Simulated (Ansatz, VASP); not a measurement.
## Cross-check of ZnIn2Ga2O7 (glassy ZnIn2Ga2O7) between VASP and Ansatz

One calculation is typed for both programs; each brings its own data sets. How far apart do they land? Of the first pair: The structure shown is the start of the Ansatz relaxation below; VASP solves that cell, so the two are compared at the walk's first step.

Calculated with Ansatz 0.2.0; plane waves, with VASP 6.6.1 beside it; single point at LDA.

**1. Starting point**

The cell holds 180 atoms: 30 Ga, 30 In, 105 O and 15 Zn. Cell: a = 12.760 Å, b = 12.959 Å, c = 12.921 Å, α = 91.0°, β = 90.7°, γ = 89.5°. As first built, before any earlier steps moved the atoms (in the runner's words): 180 atoms (30 Fe, 30 Sc, 105 O, 15 Zn) placed at random at 4.03 g/cm^3, melted at 4500 K for 20 ps at fixed volume with the Morse and Coulomb pair potential with partial charges (Pedone, Malavasi, Menziani, Cormack and Segre, J. Phys. Chem. B 110, 11780 (2006)). Quenched from 4500 K to 300 K at 20 K/ps and fixed volume, held 5 ps. Then Fe was replaced by Ga, Sc was replaced by In (the potential has no terms for the new elements, so the cell is a start for a DFT relaxation).

**2. Ansatz: relaxation, LDA**

Ansatz runs on its default PAW (the set named soft_2) files.

The two programs are compared at the cell with which this relaxation starts, whose forces are those of its first step.

File input.yaml:

```yaml
crystal:
  lattice:
    - [12.76001, 0.05567, -0.07842]
    - [0.05623, 12.95834, -0.10858]
    - [-0.0792, -0.10858, 12.91986]
  atoms:
    - { symbol: Ga, position: [0.26491, 0.63098, 0.77752] }
    - { symbol: Ga, position: [0.47284, 0.07713, 0.88517] }
    - { symbol: Ga, position: [0.29943, 0.87533, 0.16117] }
    - { symbol: Ga, position: [0.04524, 0.99561, 0.90611] }
    - { symbol: Ga, position: [0.84932, 0.24696, 0.09039] }
    - { symbol: Ga, position: [0.35434, 0.67375, 0.00436] }
    - { symbol: Ga, position: [0.49516, 0.89169, 0.0275] }
    - { symbol: Ga, position: [0.06149, 0.80206, 0.7345] }
    - { symbol: Ga, position: [0.66113, 0.11758, 0.69074] }
    - { symbol: Ga, position: [0.72438, 0.90923, 0.50509] }
    - { symbol: Ga, position: [0.3199, 0.91808, 0.4018] }
    - { symbol: Ga, position: [0.91113, 0.06445, 0.24016] }
    - { symbol: Ga, position: [0.10987, 0.11491, 0.345] }
    - { symbol: Ga, position: [0.52186, 0.01474, 0.4612] }
    - { symbol: Ga, position: [0.2604, 0.05184, 0.9866] }
    - { symbol: Ga, position: [0.27496, 0.25285, 0.18289] }
    - { symbol: Ga, position: [0.51181, 0.92223, 0.66415] }
    - { symbol: Ga, position: [0.70528, 0.01831, 0.32187] }
    - { symbol: Ga, position: [0.90945, 0.82986, 0.32441] }
    - { symbol: Ga, position: [0.95826, 0.68001, 0.14295] }
    - { symbol: Ga, position: [0.80005, 0.11937, 0.88406] }
    - { symbol: Ga, position: [0.69159, 0.75052, 0.69774] }
    - { symbol: Ga, position: [0.14136, 0.78022, 0.97866] }
    - { symbol: Ga, position: [0.73054, 0.6807, 0.32848] }
    - { symbol: Ga, position: [0.60852, 0.68282, 0.10147] }
    - { symbol: Ga, position: [0.04225, 0.2096, 0.87048] }
    - { symbol: Ga, position: [0.51047, 0.77197, 0.47404] }
    - { symbol: Ga, position: [0.53572, 0.87389, 0.26969] }
    - { symbol: Ga, position: [0.91098, 0.40516, 0.91907] }
    - { symbol: Ga, position: [0.92188, 0.30166, 0.33375] }
[... 144 atom lines left out ...]
    - { symbol: Zn, position: [0.04523, 0.59916, 0.90866] }
    - { symbol: Zn, position: [0.18768, 0.63116, 0.1591] }
    - { symbol: Zn, position: [0.81761, 0.61596, 0.97394] }
    - { symbol: Zn, position: [0.58115, 0.57689, 0.87893] }
    - { symbol: Zn, position: [0.60847, 0.39416, 0.67793] }
    - { symbol: Zn, position: [0.84217, 0.92865, 0.73712] }
kpoints:
  mp_grid: { grid: [1, 1, 1] }
hamiltonian:
  xc: lda
scf:
  occupations: { method: fermi_dirac, width: 0.05 }
output:
  forces: true
  eigenvalues: true
  stress: true
relax:
  f_tol: 0.05
  max_steps: 70
```

On the command line:

```sh
$ ansatz run input.yaml --threads 16 --pin off --max-ram 31232MiB --backend cpu --events-out ev --progress --plain --runs-dir out
```

Numbers of over 12 decimals in the logs are rounded to 6 here.

Output:

```text
Warning: output.stress: scf.convergence.dr2_threshold = 1e-7 eV (the SCF's general default) is looser than the 1.08e-8 eV advised for a printed stress (1e-10 eV for each atom of the cell: 180, of which 108 are counted). What an SCF threshold leaves in a stress goes as its square root, and in the free energy as the threshold itself, and one threshold admits the most on a small cell: [figures from the program's tests c [...]
Engine: ansatz 0.2.0, aarch64-unknown-linux-gnu
Pseudopotentials: kind: paw
Pseudopotential: Ga, paw, valence charge 13, recommended cutoff 420 eV (normal), Ga.paw.azcp
Pseudopotential: In, paw, valence charge 13, recommended cutoff 420 eV (normal), In.paw.azcp
Pseudopotential: O, paw, valence charge 6, recommended cutoff 420 eV (normal), O.paw.azcp
Pseudopotential: Zn, paw, valence charge 12, recommended cutoff 420 eV (normal), Zn.paw.azcp
Functional definition: SPW92
  exchange = slater_x
  correlation = pw_c
Crystal: 180 atoms, lattice volume = 2136.010 Å³
Basis set: ecut = 420 eV, 41787 PW (Γ)
Bands: 975, of which v1, the nominal top of the filled ones, is band 795 counted from 1 (794 counted from 0)
Symmetry: 1 space group operations
Space group: P1 (ITA 1), of the structure as read, at distance tolerance 1.3e-4 Å
k-points: 1
Non-local potential: Ga, projectors of the file, l = 0: 2, l = 1: 2, l = 2: 3, l = 3: 1
Non-local potential: In, projectors of the file, l = 0: 2, l = 1: 2, l = 2: 2, l = 3: 2
Non-local potential: O, projectors of the file, l = 0: 2, l = 1: 2, l = 2: 1
Non-local potential: Zn, projectors of the file, l = 0: 2, l = 1: 2, l = 2: 3, l = 3: 1
PAW form: soft (Blöchl's): semilocal exchange-correlation on the pseudo side does not see the compensation charge
PAW frozen core: Ga, regenerated for the run's functional, and the local potential with it (the file was generated under x = pbe(κ = 0.804, μ = 0.219515), c = pbe(β = 0.066725))
PAW frozen core: In, regenerated for the run's functional, and the local potential with it (the file was generated under x = pbe(κ = 0.804, μ = 0.219515), c = pbe(β = 0.066725))
PAW frozen core: O, regenerated for the run's functional, and the local potential with it (the file was generated under x = pbe(κ = 0.804, μ = 0.219515), c = pbe(β = 0.066725))
PAW frozen core: Zn, regenerated for the run's functional, and the local potential with it (the file was generated under x = pbe(κ = 0.804, μ = 0.219515), c = pbe(β = 0.066725))
PAW one-centre angular grid: Ga, 590 points (default); XC on 64 Gauss nodes
PAW one-centre angular grid: In, 590 points (default); XC on 64 Gauss nodes
PAW one-centre angular grid: O, 110 points (default); XC on 64 Gauss nodes
PAW one-centre angular grid: Zn, 590 points (default); XC on 64 Gauss nodes
Initial density: superposition of atomic densities (neutral atoms: chi_scale 0, normalization atom), corrected by the library's trained network
Initial wavefunctions: pseudopotential atomic-orbital guess
Functional: x = slater, c = lda
SCF iter   1: F=—  HF=-381946.191191 eV  |F-HF|=—  |Δ(HF+E_count)|=         —  Δρ=1.92e-2  dr2=6.69e0  ethr=1.77e-3  ⟨swp⟩=5.0  Hψ=3359  notcnv=0  defer=158
preconditioner: auto → Resta (q_TF=auto, 2.597 Å⁻¹)  ε∞=5.1  [insulator: Δε(μ)=0.942 eV  Ē_g=15.826 eV  σ=0.050 eV  W_gap=1.00  n_scr=624 (ndim 8)  ℏωp=32.0 eV  f_vac=0.064  D(μ)=0.01/eV (n_scr^D=0)  ε∞_Penn≈5.1]
SCF iter   2: F=—  HF=-381944.329027 eV  |F-HF|=—  |Δ(HF+E_count)|=    1.86e0  Δρ=4.69e-3  dr2=2.26e-1  ethr=4.21e-4  ⟨swp⟩=3.0  Hψ=1923  notcnv=0  defer=173
SCF iter   3: F=—  HF=-381944.259222 eV  |F-HF|=—  |Δ(HF+E_count)|=   6.98e-2  Δρ=2.12e-3  dr2=7.06e-2  ethr=1.42e-5  ⟨swp⟩=2.0  Hψ=1490  notcnv=0  defer=173
SCF iter   4: F=—  HF=-381944.240154 eV  |F-HF|=—  |Δ(HF+E_count)|=   1.91e-2  Δρ=7.69e-4  dr2=9.84e-3  ethr=4.44e-6  ⟨swp⟩=2.0  Hψ=1495  notcnv=0  defer=173
[...]
- { symbol: O, position: [0.584376, 0.247267, 0.636191] }
    - { symbol: O, position: [0.736013, 0.226590, 0.800446] }
    - { symbol: O, position: [0.358757, 0.212002, 0.305250] }
    - { symbol: O, position: [0.632151, 0.965298, 0.205762] }
    - { symbol: O, position: [0.047561, 0.738850, 0.863576] }
    - { symbol: O, position: [0.254758, 0.760443, 0.085940] }
    - { symbol: O, position: [0.559902, 0.178337, 0.170487] }
    - { symbol: O, position: [0.842672, 0.929961, 0.246816] }
    - { symbol: O, position: [0.277569, 0.552962, 0.062266] }
    - { symbol: O, position: [0.229760, 0.826304, 0.482852] }
    - { symbol: O, position: [0.269745, 0.135397, 0.622742] }
    - { symbol: O, position: [0.041001, 0.573371, 0.220515] }
    - { symbol: O, position: [0.790733, 0.560952, 0.396061] }
    - { symbol: O, position: [0.753601, 0.324784, 0.169082] }
    - { symbol: O, position: [0.612234, 0.661355, 0.420439] }
    - { symbol: O, position: [0.170345, 0.530161, 0.833748] }
    - { symbol: O, position: [0.370717, 0.722726, 0.726233] }
    - { symbol: O, position: [0.971194, 0.718888, 0.652120] }
    - { symbol: O, position: [0.744881, 0.186434, 0.000365416] }
    - { symbol: O, position: [0.941101, 0.101810, 0.879448] }
    - { symbol: O, position: [0.775926, 0.968632, 0.00889095] }
    - { symbol: O, position: [0.437831, 0.987763, 0.333383] }
    - { symbol: O, position: [0.162112, 0.180025, 0.230423] }
    - { symbol: O, position: [0.872608, 0.542263, 0.099988] }
[...]
- { symbol: O, position: [0.364601, 0.328404, 0.488863] }
    - { symbol: O, position: [0.603458, 0.116211, 0.378114] }
    - { symbol: O, position: [0.797776, 0.792903, 0.422221] }
    - { symbol: O, position: [0.355653, 0.524610, 0.717686] }
    - { symbol: O, position: [0.570739, 0.00672176, 0.977863] }
    - { symbol: O, position: [0.766057, 0.116312, 0.233522] }
    - { symbol: O, position: [0.386624, 0.969044, 0.949586] }
    - { symbol: O, position: [0.862650, 0.748326, 0.042717] }
    - { symbol: Zn, position: [0.035970, 0.384483, 0.524684] }
    - { symbol: Zn, position: [0.567315, 0.235868, 0.488428] }
    - { symbol: Zn, position: [0.919338, 0.812920, 0.919363] }
    - { symbol: Zn, position: [0.879763, 0.756060, 0.542765] }
    - { symbol: Zn, position: [0.472635, 0.115236, 0.270588] }
    - { symbol: Zn, position: [0.420481, 0.435795, 0.828410] }
    - { symbol: Zn, position: [0.293232, 0.261170, 0.850789] }
    - { symbol: Zn, position: [0.287177, 0.804844, 0.621322] }
    - { symbol: Zn, position: [0.083455, 0.926417, 0.152274] }
    - { symbol: Zn, position: [0.045643, 0.599161, 0.908914] }
    - { symbol: Zn, position: [0.187929, 0.630690, 0.158719] }
    - { symbol: Zn, position: [0.817723, 0.616296, 0.974481] }
    - { symbol: Zn, position: [0.581254, 0.576005, 0.879231] }
    - { symbol: Zn, position: [0.609840, 0.394105, 0.678288] }
    - { symbol: Zn, position: [0.841216, 0.927457, 0.738736] }
```

In the SCF lines HF is the Harris–Foulkes energy and dr2 the Hartree energy of the density residual, in eV; the loop may stop once dr2 is under the threshold and the program's other checks hold. Hψ counts applications of the Hamiltonian.

**3. VASP: single point, LDA, start cell, pair 1**

The same cell, functional (in two slightly different forms), mesh and smearing now go to VASP, with its own data sets.

Lines of VASP's logs that name or quote its potential files are left out, and so is its time.

File INCAR:

```
SYSTEM = ZnIn2Ga2O7
PREC = Accurate
ENCUT = 520
EDIFF = 1E-06
NELM = 120
ISMEAR = -1
SIGMA = 0.05
LREAL = Auto
ALGO = Normal
GGA = PW92
NBANDS = 922
LORBIT = 11
LWAVE = .FALSE.
LCHARG = .FALSE.
ISIF = 2
LASPH = .TRUE.
GGA_COMPAT = .FALSE.
EFERMI = MIDGAP
```

File POSCAR:

```
ZnIn2Ga2O7
1.0
   12.7600100000      0.0556700000     -0.0784200000
    0.0562300000     12.9583400000     -0.1085800000
   -0.0792000000     -0.1085800000     12.9198600000
Ga In O Zn
30 30 105 15
Direct
    0.2649135626      0.6309817225      0.7775228615
    0.4728419717      0.0771309057      0.8851686583
    0.2994311930      0.8753305411      0.1611723954
    0.0452414164      0.9956111002      0.9061128592
    0.8493231672      0.2469631656      0.0903894611
    0.3543383251      0.6737473701      0.0043609374
    0.4951593297      0.8916898340      0.0274964339
    0.0614868293      0.8020571156      0.7344978319
    0.6611276619      0.1175764778      0.6907437143
    0.7243785337      0.9092304136      0.5050929347
    0.3198977617      0.9180819843      0.4017978310
    0.9111275608      0.0644491676      0.2401611561
    0.1098716114      0.1149100807      0.3450032019
    0.5218568038      0.0147414872      0.4611988552
    0.2604013624      0.0518375512      0.9866011858
    0.2749580136      0.2528527045      0.1828902909
    0.5118134065      0.9222262379      0.6641536156
    0.7052786272      0.0183114213      0.3218685190
    0.9094530695      0.8298590045      0.3244095060
    0.9582582392      0.6800080236      0.1429490631
    0.8000467965      0.1193711829      0.8840576440
    0.6915871970      0.7505174380      0.6977417287
    0.1413586388      0.7802228574      0.9786562658
    0.7305433107      0.6806965147      0.3284787323
    0.6085215632      0.6828221110      0.1014686758
    0.0422535857      0.2095997169      0.8704793909
    0.5104726571      0.7719702855      0.4740416537
    0.5357222200      0.8738896827      0.2696931916
    0.9109795482      0.4051582365      0.9190680934
    0.9218778755      0.3016603986      0.3337534578
[... 144 atom lines left out ...]
    0.0452331358      0.5991619718      0.9086634212
    0.1876809199      0.6311631644      0.1590999929
    0.8176091345      0.6159611766      0.9739422852
    0.5811494109      0.5768934368      0.8789269254
    0.6084735245      0.3941581659      0.6779264007
    0.8421671992      0.9286492670      0.7371190933
```

File KPOINTS:

```
Automatic mesh
0
Gamma
1 1 1
0 0 0
```

Potentials, in the order of the species: Ga_d, In_d, O and Zn (LDA family, release 64).

On the command line:

```sh
$ export OMP_NUM_THREADS=4
$ mpirun -np 1 vasp_gam
```

Output:

```text
[banner, memory and clock lines left out]
running    1 mpi-ranks, on    1 nodes
[...]
Offloading initialized ...    1 GPUs detected
[...]
|                                                                             |
|               ----> ADVICE to this user running VASP <----                  |
|                                                                             |
|     You enforced a specific xc type in the INCAR file but a different       |
|     [... a line on the potential file left out ...]
|     I HOPE YOU KNOW WHAT YOU ARE DOING!                                     |
|                                                                             |

 LDA part: xc-table for (Slater(with rela. corr.)+PW92), standard interpolation
 POSCAR, INCAR and KPOINTS ok, starting setup
[...]
entering main loop
       N       E                     dE             d eps       ncg     rms          rms(c)
DAV:   1     0.430979763595E+05    0.43098E+05   -0.60505E+05  1844   0.322E+03
DAV:   2     0.108858761195E+05   -0.32212E+05   -0.30678E+05  1844   0.987E+02
DAV:   3     0.744106962280E+03   -0.10142E+05   -0.95965E+04  2164   0.410E+02
DAV:   4    -0.109247803288E+04   -0.18366E+04   -0.17781E+04  2128   0.181E+02
[...]
DAV:  25    -0.112404086085E+04    0.26517E-05   -0.30343E-05  2432   0.234E-02    0.120E-02
DAV:  26    -0.112404086230E+04   -0.14410E-05   -0.18348E-05  1944   0.115E-02    0.140E-02
DAV:  27    -0.112404086217E+04    0.12719E-06   -0.30139E-06  1240   0.584E-03
   1 F= -.11240409E+04 E0= -.11240408E+04  d E =-.955352E-04
```

From OUTCAR (step 3):

```text
  Total      -28.4258122     -3.0049013     -2.0237480     -0.5471345     -0.4308669     -0.1547770
  in kB      -21.3216223     -2.2539152     -1.5179721     -0.4103945     -0.3231845     -0.1160951
  external PRESSURE =      -8.3645032 kB  Pullay stress =       0.0000000 kB

  FREE ENERGIE OF THE ION-ELECTRON SYSTEM (eV)
  ---------------------------------------------------
  free  energy   TOTEN  =     -1124.0408621678 eV

  energy  without entropy=    -1124.0407666326  energy(sigma->0) =    -1124.04081440

[... 3 further parts left out ...]
[key lines of the parts left out:]
E-fermi :   4.5539
```

The run ends at a pressure of -0.84 GPa, with forces up to 0.22 eV/Å.

**4. Comparison**

Known differences besides the potentials themselves: the two LDA forms differ slightly; the cutoff is 420 eV in Ansatz and 520 eV in VASP (PREC = Accurate, projectors in real space); VASP's log shows a relativistic correction to its local exchange, Ansatz's none. Total energies have different zeros and are not compared.

Forces on 9 of the 180 atoms, those with the largest forces and the largest differences (eV/Å; atoms numbered as in POSCAR):

```
atom          Ansatz x, y, z           VASP x, y, z
 Ga3    0.133, 0.056, -0.046   0.170, 0.051, -0.040
Ga21   0.215, -0.015, -0.020   0.217, -0.037, 0.009
Ga30   -0.159, -0.026, 0.088  -0.148, -0.002, 0.085
In32    0.186, -0.078, 0.051   0.177, -0.062, 0.054
 O72  -0.153, -0.016, -0.089  -0.133, 0.056, -0.134
O106    0.164, 0.057, -0.015   0.113, 0.071, -0.054
O110   0.143, -0.003, -0.137  0.053, -0.019, -0.064
O112  -0.123, -0.020, -0.031  -0.028, 0.032, -0.016
O143  -0.059, -0.025, -0.018  -0.028, 0.061, -0.062
```

The forces differ by 29 meV/Å r.m.s., which is 60.7 % of the r.m.s. force of 0.047 eV/Å (both taken over all components).

**5. Ansatz: relaxation, LDA**

This run makes the geometry at which the two programs are then compared.

The structure compared here is the end of the Ansatz relaxation.

input.yaml is that of step 2.

On the command line:

```sh
$ ansatz run input.yaml --threads 16 --pin off --max-ram 31232MiB --backend cpu --events-out ev --progress --plain --runs-dir out
```

Output:

```text
[...]
Crystal: 180 atoms, lattice volume = 2136.010 Å³
Basis set: ecut = 420 eV, 41787 PW (Γ)
Bands: 975, of which v1, the nominal top of the filled ones, is band 795 counted from 1 (794 counted from 0)
Symmetry: 1 space group operations
[...]
k-points: 1
[...]
SCF iter   1: F=—  HF=-381946.191191 eV  |F-HF|=—  |Δ(HF+E_count)|=         —  Δρ=1.92e-2  dr2=6.69e0  ethr=1.77e-3  ⟨swp⟩=5.0  Hψ=3359  notcnv=0  defer=158
[...]
- { symbol: Zn, position: [0.919338, 0.812920, 0.919363] }
    - { symbol: Zn, position: [0.879763, 0.756060, 0.542765] }
    - { symbol: Zn, position: [0.472635, 0.115236, 0.270588] }
    - { symbol: Zn, position: [0.420481, 0.435795, 0.828410] }
    - { symbol: Zn, position: [0.293232, 0.261170, 0.850789] }
    - { symbol: Zn, position: [0.287177, 0.804844, 0.621322] }
[...]
- { symbol: Zn, position: [0.817723, 0.616296, 0.974481] }
    - { symbol: Zn, position: [0.581254, 0.576005, 0.879231] }
    - { symbol: Zn, position: [0.609840, 0.394105, 0.678288] }
    - { symbol: Zn, position: [0.841216, 0.927457, 0.738736] }
```

(Continued in part 2 of 2.)

[Lines on the potential files, build, host, timing and source positions are cut from VASP's logs without a mark.]

[Logs are printed without paths, hosts, clocks, repeated set-up lines and the standing remarks that a program may print on its own settings, such as how far it seeks lower states.]

[Hosts, paths, dates, database ids (printed as entryN), source tags and the programs' standing remarks are cut or masked in the printed files.]
